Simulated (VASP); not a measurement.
# Bulk modulus against bond length in rock-salt oxides and chalcogenides of divalent metals

PBE in VASP (plane waves, PAW). Static lattice, from a third-order Birch-Murnaghan fit over five volumes at each level. The bond length is the nearest-neighbour distance.

Here d stands for bond length and y for ln of B0 in GPa.

| solid | bond length (Å) | ln of B0 in GPa | cut-off (eV) |
|---|---|---|---|
| MgO | 2.124 | ? | 520 |
| CaO | 2.421 | 4.654 | 520 |
| MgS | 2.612 | 4.313 | 520 |
| MgSe | 2.752 | 4.113 | 520 |
| SnTe | 3.204 | 3.696 | 520 |
| BaS | 3.229 | 3.721 | 520 |
| BaTe | 3.545 | 3.344 | 520 |

Taking a straight line in ln d for y over the 6 complete rows: With u = ln d - 1.08, the rows have u = -0.19582, -0.11988, -0.06767, 0.08440, 0.09217, 0.18554. Means: u -0.0035433, y 3.9735. About the means, the sum of products is -0.34689 and the sum of squares of u is 0.10726; the slope is their ratio. Least squares gives y = 3.9620 - 3.2339·u. Residuals (row less fit): 0.0587, -0.0367, -0.0678, 0.0069, 0.0571, -0.0180; standard error 0.0571 (degrees of freedom: 4). The slope is -3.23 with a standard error of 0.17. So B0 goes as d to the power -3.2 over these rows; such a law is empirical and holds within one kind of bonding.

Problem. Estimate the missing y (d = 2.124); what did the run itself give?

Solution. u = -0.32670, so y = 3.9620 - 3.2339 × (-0.32670) = 5.0185. The calculation gives 5.022, 0.0035 above the prediction (0.2 % of the range of y in the table). The row lies outside the fitted rows, so this is an extrapolation. From the scatter of the fitted rows alone, a prediction at this place has a standard error of 0.0835, so the miss is 0.0 times that.

The run's B0 for MgO is 152 GPa. SnTe stands in this structure, which distorts at low temperature. The rows are a random draw from the solids of this series computed here; series whose standard error about the line passes 12 to 30 % of the range of y, or with no trend, aren't shown in this form.
